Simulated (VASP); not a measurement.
# Titanium: cell size and functional, part 2 of 3

Aim: relax Titanium at several levels of theory and compare the cells. The starting structure is a measured crystal structure from the Crystallography Open Database. The first relaxation on each setting starts from this cell expanded by 3 % in volume.

VASP 6.6.1.

Results so far: PBEsol 16.63 Å³ an atom; LDA 16.03 Å³ an atom.

**4. Relaxation with PBE**

Level of this step: PBE; plane waves and PAW (Ti_sv) (VASP).

PBE, the usual starting point, adds the gradient of the density. This run starts from the cell of an earlier relaxation, which isn't shown; the restart sets up the plane waves anew.

Input file INCAR:

```
SYSTEM = Ti
PREC = Accurate
ENCUT = 450
EDIFF = 1E-06
NELM = 100
ISMEAR = 1
SIGMA = 0.15
LREAL = .FALSE.
ALGO = Normal
GGA = PE
NBANDS = 18
LASPH = .TRUE.
LORBIT = 11
LWAVE = .FALSE.
LCHARG = .FALSE.
KPAR = 8
IBRION = 2
NSW = 50
ISIF = 3
EDIFFG = -0.006
```

Input file POSCAR:

```
Ti
1.0
    2.9340099750      0.0000000000      0.0000000000
   -1.4670049875      2.5409271734      0.0000000000
    0.0000000000      0.0000000000      4.6425018762
Ti
2
Direct
    0.6666666667      0.3333333333      0.7500000000
    0.3333333333      0.6666666667      0.2500000000
```

Input file KPOINTS:

```
Automatic mesh
0
Gamma
18 18 10
0 0 0
```

PAW data sets: Ti_sv (PBE family, release 64).

Launch:

```bash
$ mpirun -np 8 vasp_std
```

What it wrote:

```text
[banner, memory and clock lines left out]
running    8 mpi-ranks, on    1 nodes
[...]
[... a notice as in an earlier step ...]

 LDA part: xc-table for (Slater+PW92), standard interpolation
 POSCAR, INCAR and KPOINTS ok, starting setup
[...]
entering main loop
       N       E                     dE             d eps       ncg     rms          rms(c)
DAV:   1     0.244499603055E+03    0.24450E+03   -0.12241E+04  8016   0.153E+03
DAV:   2     0.114321561081E+02   -0.23307E+03   -0.23010E+03  8150   0.432E+02
DAV:   3    -0.165563667991E+02   -0.27989E+02   -0.27683E+02 15098   0.124E+02
DAV:   4    -0.176877852401E+02   -0.11314E+01   -0.11304E+01  9080   0.259E+01
[...]
DAV:  12    -0.156667365230E+02    0.11030E-04   -0.34541E-05  9906   0.464E-02    0.445E-03
DAV:  13    -0.156667380206E+02   -0.14976E-05   -0.60867E-07  5454   0.776E-03    0.101E-03
DAV:  14    -0.156667386638E+02   -0.64323E-06   -0.23592E-07  4580   0.397E-03
   1 F= -.15666739E+02 E0= -.15667833E+02  d E =-.156667E+02
[...]
DAV:   5    -0.156667410497E+02   -0.16577E-04   -0.35211E-05 10186   0.361E-02    0.135E-02
DAV:   6    -0.156667457598E+02   -0.47101E-05   -0.11887E-05  9970   0.249E-02    0.389E-03
DAV:   7    -0.156667467186E+02   -0.95880E-06   -0.13743E-06  5706   0.876E-03
   2 F= -.15666747E+02 E0= -.15667841E+02  d E =-.805479E-05
 trial-energy change:   -0.000008  1 .order   -0.000009   -0.000036    0.000019
 step:   0.6556(harm=  0.6556)  dis= 0.00000  next Energy=   -15.666750 (dE=-0.118E-04)
[...]
N       E                     dE             d eps       ncg     rms          rms(c)
DAV:   1    -0.156668595137E+02   -0.11375E-03   -0.25871E-03 10760   0.625E-01    0.891E-02
DAV:   2    -0.156667511761E+02    0.10834E-03   -0.52005E-04 11154   0.239E-01    0.248E-02
DAV:   3    -0.156667476187E+02    0.35575E-05   -0.70582E-05 11324   0.483E-02    0.791E-03
DAV:   4    -0.156667496178E+02   -0.19992E-05   -0.12420E-05  9312   0.224E-02    0.318E-03
DAV:   5    -0.156667512983E+02   -0.16805E-05   -0.44151E-06  9162   0.129E-02    0.462E-03
DAV:   6    -0.156667514668E+02   -0.16850E-06   -0.11851E-06  5334   0.856E-03
   3 F= -.15666751E+02 E0= -.15667845E+02  d E =-.128030E-04
[...]
reached required accuracy - stopping structural energy minimisation
```

It took 13 s on 8 MPI ranks of Intel Xeon 6975P-C (Granite Rapids), shared host; peak memory 1.7 GiB; 1.7 min of CPU time.

Parts of OUTCAR (step 4):

```text
  Total        0.0046290      0.0046290      0.0028830     -0.0000000      0.0000000      0.0000000
  in kB        0.2145123      0.2145123      0.1336018     -0.0000000      0.0000000      0.0000000
  external PRESSURE =       0.1875421 kB  Pullay stress =       0.0000000 kB

 POSITION                                       TOTAL-FORCE (eV/Angst)
 -----------------------------------------------------------------------------------
      1.46653      0.84670      3.48045         0.000000     -0.000000      0.000000
     -0.00000      1.69341      1.16015        -0.000000      0.000000      0.000000
 -----------------------------------------------------------------------------------
    total drift:                               -0.000000      0.000000     -0.000000

  FREE ENERGIE OF THE ION-ELECTRON SYSTEM (eV)
  ---------------------------------------------------
  free  energy   TOTEN  =       -15.6667514668 eV

  energy  without entropy=      -15.6700332416  energy(sigma->0) =      -15.66784539

[... 2 parts as in an earlier step ...]

[... 2 further parts left out ...]
[key lines of the parts left out:]
E-fermi :   8.4054
```

With PBE the relaxed cell holds 17.287 Å³ an atom, -2.10 % against the measured cell, with a = 2.933 Å and c = 4.641 Å. That is +3.96 % from PBEsol. Pressures at 0.985 and 1.015 times this volume, from two more relaxations that aren't shown, give a bulk modulus of 112.2 GPa.

**5. Relaxation with PBEsol + D3(BJ)**

D3 with Becke-Johnson damping keeps a finite attraction at short range. This run starts from the cell of an earlier relaxation, which isn't shown; the restart sets up the plane waves anew.

Changes to INCAR since step 4:

```diff
@@ -9,3 +9,4 @@
 ALGO = Normal
-GGA = PE
+GGA = PS
+IVDW = 12
 NBANDS = 18
```

Input file POSCAR:

```
Ti
1.0
    2.8463603935      0.0000000000      0.0000000000
   -1.4231801967      2.4650204091      0.0000000000
    0.0000000000      0.0000000000      4.5120551807
Ti
2
Direct
    0.6666666667      0.3333333333      0.7500000000
    0.3333333333      0.6666666667      0.2500000000
```

KPOINTS is that of step 4.

Launch:

```bash
$ mpirun -np 8 vasp_std
```

What it wrote:

```text
[banner, memory and clock lines left out]
running    8 mpi-ranks, on    1 nodes
[...]
[... a notice as in an earlier step ...]

 [... a notice as in an earlier step ...]

 LDA part: xc-table for (Slater+PW92), standard interpolation
 POSCAR, INCAR and KPOINTS ok, starting setup
[...]
entering main loop
       N       E                     dE             d eps       ncg     rms          rms(c)
DAV:   1     0.244649818828E+03    0.24465E+03   -0.12275E+04  8016   0.155E+03
DAV:   2     0.105763541155E+02   -0.23407E+03   -0.23091E+03  8158   0.435E+02
DAV:   3    -0.176008043600E+02   -0.28177E+02   -0.27805E+02 15066   0.125E+02
DAV:   4    -0.186355320831E+02   -0.10347E+01   -0.10337E+01  9044   0.250E+01
[...]
DAV:  11    -0.166384440078E+02   -0.15708E-04   -0.20828E-04  9754   0.125E-01    0.403E-02
DAV:  12    -0.166384323835E+02    0.11624E-04   -0.48401E-05  9530   0.637E-02    0.188E-03
DAV:  13    -0.166384326761E+02   -0.29257E-06   -0.12459E-06  6412   0.899E-03
   1 F= -.17956016E+02 E0= -.17956864E+02  d E =-.179560E+02
[... from here on, the cycles between the ionic steps are left out ...]
   2 F= -.17956059E+02 E0= -.17956888E+02  d E =-.432980E-04
   3 F= -.17956084E+02 E0= -.17956919E+02  d E =-.677804E-04
   4 F= -.17956084E+02 E0= -.17956921E+02  d E =-.678935E-04
[...]
reached required accuracy - stopping structural energy minimisation
```

The job ended after 15 s (8 MPI ranks; peak memory 1.7 GiB; 2 min of CPU time).

OUTCAR, selected parts (step 5):

```text
 Edisp (eV)   -1.32077

 Edisp (eV)   -1.32039

  Total      -0.00331    -0.00331     0.00519    -0.00000     0.00000     0.00000
  in kB      -0.16766    -0.16766     0.26318    -0.00000     0.00000     0.00000
  external pressure =       -0.02 kB  Pullay stress =        0.00 kB

 POSITION                                       TOTAL-FORCE (eV/Angst)
 -----------------------------------------------------------------------------------
      1.42212      0.82106      3.38196        -0.000000     -0.000000      0.000000
     -0.00000      1.64212      1.12732         0.000000      0.000000      0.000000
 -----------------------------------------------------------------------------------
    total drift:                               -0.000000      0.000000     -0.000000

  FREE ENERGIE OF THE ION-ELECTRON SYSTEM (eV)
  ---------------------------------------------------
  free  energy   TOTEN  =       -17.9560840690 eV

  energy  without entropy=      -17.9585954264  energy(sigma->0) =      -17.95692119

[... 2 parts as in an earlier step ...]

[... 2 further parts left out ...]
[key lines of the parts left out:]
E-fermi :   9.2614
```

With PBEsol + D3(BJ) the relaxed cell holds 15.796 Å³ an atom, -10.55 % against the measured cell, with a = 2.844 Å and c = 4.509 Å. That is -5.01 % from PBEsol. Pressures at 0.985 and 1.015 times this volume, from two more relaxations that aren't shown, give a bulk modulus of 130.0 GPa.

**6. Relaxation with r2SCAN**

r2SCAN adds the kinetic-energy density, costs more than a GGA and is run with LASPH. This run starts from the cell of an earlier relaxation, which isn't shown; the restart sets up the plane waves anew.

Changes to INCAR since step 5:

```diff
@@ -9,6 +9,5 @@
 ALGO = Normal
-GGA = PS
-IVDW = 12
+METAGGA = R2SCAN
+LASPH = .TRUE.
 NBANDS = 18
-LASPH = .TRUE.
 LORBIT = 11
```

Input file POSCAR:

```
Ti
1.0
    2.9360755068      0.0000000000      0.0000000000
   -1.4680377534      2.5427159763      0.0000000000
    0.0000000000      0.0000000000      4.6373169548
Ti
2
Direct
    0.6666666667      0.3333333333      0.7500000000
    0.3333333333      0.6666666667      0.2500000000
```

KPOINTS is that of step 5.

Launch:

```bash
$ mpirun -np 8 vasp_std
```

What it wrote:

```text
[banner, memory and clock lines left out]
running    8 mpi-ranks, on    1 nodes
[...]
[... a notice as in an earlier step ...]

 [... a notice as in an earlier step ...]

 LDA part: xc-table for (None), standard interpolation
 POSCAR, INCAR and KPOINTS ok, starting setup
[...]
entering main loop
       N       E                     dE             d eps       ncg     rms          rms(c)
DAV:   1     0.243649619883E+03    0.24365E+03   -0.12546E+04  8008   0.156E+03
DAV:   2    -0.202057933285E+01   -0.24567E+03   -0.24251E+03  8138   0.451E+02
DAV:   3    -0.332260347294E+02   -0.31205E+02   -0.30891E+02 15294   0.130E+02
DAV:   4    -0.345237481548E+02   -0.12977E+01   -0.12964E+01  9048   0.284E+01
[...]
DAV:  12    -0.258932211457E+02   -0.65775E-05   -0.73258E-06  8830   0.303E-02    0.894E-03
DAV:  13    -0.258932127320E+02    0.84137E-05   -0.36179E-06  8920   0.191E-02    0.606E-04
DAV:  14    -0.258932136457E+02   -0.91368E-06   -0.30154E-07  4590   0.456E-03
   1 F= -.25893214E+02 E0= -.25893838E+02  d E =-.258932E+02
[...]
N       E                     dE             d eps       ncg     rms          rms(c)
DAV:   1    -0.258933938261E+02   -0.18109E-03   -0.45870E-03 12014   0.895E-01    0.112E-01
DAV:   2    -0.258932027209E+02    0.19111E-03   -0.80342E-04 10620   0.314E-01    0.340E-02
DAV:   3    -0.258932014779E+02    0.12430E-05   -0.13155E-04 10978   0.772E-02    0.116E-02
DAV:   4    -0.258932074712E+02   -0.59933E-05   -0.17339E-05  9222   0.302E-02    0.316E-03
DAV:   5    -0.258932118934E+02   -0.44222E-05   -0.69164E-06  9726   0.150E-02    0.535E-03
DAV:   6    -0.258932138826E+02   -0.19892E-05   -0.11306E-06  5614   0.751E-03    0.167E-03
DAV:   7    -0.258932143781E+02   -0.49545E-06   -0.40075E-07  4288   0.530E-03
   2 F= -.25893214E+02 E0= -.25893840E+02  d E =-.732421E-06
 trial-energy change:   -0.000001  1 .order   -0.000002   -0.000008    0.000005
 step:   0.6334(harm=  0.6334)  dis= 0.00000  next Energy=   -25.893216 (dE=-0.261E-05)
 reached required accuracy - stopping structural energy minimisation
```

Wall time 33 s (8 MPI ranks); peak memory 1.7 GiB; 4.3 min of CPU time.

OUTCAR, selected parts (step 6):

```text
  Total        0.0075215      0.0075215      0.0050955      0.0000000     -0.0000000      0.0000000
  in kB        0.3483410      0.3483410      0.2359899      0.0000000     -0.0000000      0.0000000
  external PRESSURE =       0.3108906 kB  Pullay stress =       0.0000000 kB

 POSITION                                       TOTAL-FORCE (eV/Angst)
 -----------------------------------------------------------------------------------
      1.46774      0.84740      3.47679        -0.000000      0.000000      0.000000
     -0.00000      1.69480      1.15893         0.000000     -0.000000      0.000000
 -----------------------------------------------------------------------------------
    total drift:                               -0.000000      0.000000     -0.000000

  FREE ENERGIE OF THE ION-ELECTRON SYSTEM (eV)
  ---------------------------------------------------
  free  energy   TOTEN  =       -25.8932143781 eV

  energy  without entropy=      -25.8950902810  energy(sigma->0) =      -25.89383968

[... 2 parts as in an earlier step ...]

[... 2 further parts left out ...]
[key lines of the parts left out:]
E-fermi :   8.4596
```

With r2SCAN the relaxed cell holds 17.297 Å³ an atom, -2.04 % against the measured cell, with a = 2.935 Å and c = 4.636 Å. That is +4.02 % from PBEsol. Pressures at 0.985 and 1.015 times this volume, from two more relaxations that aren't shown, give a bulk modulus of 117.4 GPa.

**7. Relaxation with r2SCAN + rVV10**

rVV10 adds a nonlocal correlation energy for dispersion. This run starts from the cell of an earlier relaxation, which isn't shown; the restart sets up the plane waves anew.

Changes to INCAR since step 6:

```diff
@@ -10,2 +10,6 @@
 METAGGA = R2SCAN
+LUSE_VDW = .TRUE.
+IVDW_NL = 2
+BPARAM = 11.95
+CPARAM = 0.0093
 LASPH = .TRUE.
```

Input file POSCAR:

```
Ti
1.0
    2.9293276824      0.0000000000      0.0000000000
   -1.4646638412      2.5368721890      0.0000000000
    0.0000000000      0.0000000000      4.6262285925
Ti
2
Direct
    0.6666666667      0.3333333333      0.7500000000
    0.3333333333      0.6666666667      0.2500000000
```

KPOINTS is that of step 6.

Launch:

```bash
$ mpirun -np 8 vasp_std
```

What it wrote:

```text
[banner, memory and clock lines left out]
running    8 mpi-ranks, on    1 nodes
[...]
[... a notice as in an earlier step ...]

|                                                                             |
|               ----> ADVICE to this user running VASP <----                  |
|                                                                             |
|     You have switched on vdW-DFT.                                           |
|     This routine was written and supplied by Jiri Klimes. We recommend      |
|     that you carefully read and cite the following publications:            |
|       J. Klimes, D.R. Bowler, A. Michelides                                 |
|          J. Phys.: Cond Matt. 22 022201 (2010)                              |
|       J. Klimes, D.R. Bowler, A. Michelides                                 |
|          Phys. Rev. B. 83, 195131 (2011)                                    |
|     and references therein.                                                 |
[...]
Total rVV10 correction in eV:      0.5510403    24.0001039
Total rVV10 correction in eV:      0.5510403    24.0001039
Total rVV10 correction in eV:      0.5510403    24.0001039
DAV:   5    -0.253404286255E+02   -0.83096E-06   -0.79550E-06  9404   0.157E-02
Total rVV10 correction in eV:      0.5510250    24.0001039
Total rVV10 correction in eV:      0.5510250    24.0001039
Total rVV10 correction in eV:      0.5510250    24.0001039
Total rVV10 correction in eV:      0.5510250    24.0001039
Total rVV10 correction in eV:      0.5510250    24.0001039
Total rVV10 correction in eV:      0.5510250    24.0001039
Total rVV10 correction in eV:      0.5510250    24.0001039
Total rVV10 correction in eV:      0.5510250    24.0001039
Total rVV10 correction in eV:      0.5510366    24.0001039
Total rVV10 correction in eV:      0.5510366    24.0001039
Total rVV10 correction in eV:      0.5510366    24.0001039
Total rVV10 correction in eV:      0.5510366    24.0001039
Total rVV10 correction in eV:      0.5510366    24.0001039
Total rVV10 correction in eV:      0.5510366    24.0001039
Total rVV10 correction in eV:      0.5510366    24.0001039
Total rVV10 correction in eV:      0.5510366    24.0001039
   3 F= -.25340429E+02 E0= -.25341045E+02  d E =-.133682E-04
[...]
reached required accuracy - stopping structural energy minimisation
```

It took 64 s on 8 MPI ranks; peak memory 2.2 GiB.

Parts of OUTCAR (step 7):

```text
  Total        0.0039423      0.0039423      0.0021246      0.0000000     -0.0000000     -0.0000000
  in kB        0.1838889      0.1838889      0.0991010      0.0000000     -0.0000000     -0.0000000
  external PRESSURE =       0.1556263 kB  Pullay stress =       0.0000000 kB

 POSITION                                       TOTAL-FORCE (eV/Angst)
 -----------------------------------------------------------------------------------
      1.46425      0.84539      3.46849         0.000000     -0.000000      0.000000
     -0.00000      1.69077      1.15616        -0.000000      0.000000      0.000000
 -----------------------------------------------------------------------------------
    total drift:                               -0.000000      0.000000     -0.000000

  FREE ENERGIE OF THE ION-ELECTRON SYSTEM (eV)
  ---------------------------------------------------
  free  energy   TOTEN  =       -25.3404286255 eV

  energy  without entropy=      -25.3422784746  energy(sigma->0) =      -25.34104524

[... 2 parts as in an earlier step ...]

[... 2 further parts left out ...]
[key lines of the parts left out:]
E-fermi :   8.5244
```

With r2SCAN + rVV10 the relaxed cell holds 17.174 Å³ an atom, -2.74 % against the measured cell, with a = 2.929 Å and c = 4.625 Å. That is +3.28 % from PBEsol. Pressures at 0.985 and 1.015 times this volume, from two more relaxations that aren't shown, give a bulk modulus of 122.3 GPa.

[end of part 2 of 3]

[Lines on the potential files, build, host, timing and source positions are cut from VASP's logs without a mark.]

[Logs are printed without paths, hosts, clocks, repeated set-up lines and the standing remarks that a program may print on its own settings, such as how far it seeks lower states.]

[Hosts, paths, dates, database ids (printed as entryN), source tags and the programs' standing remarks are cut or masked in the printed files.]
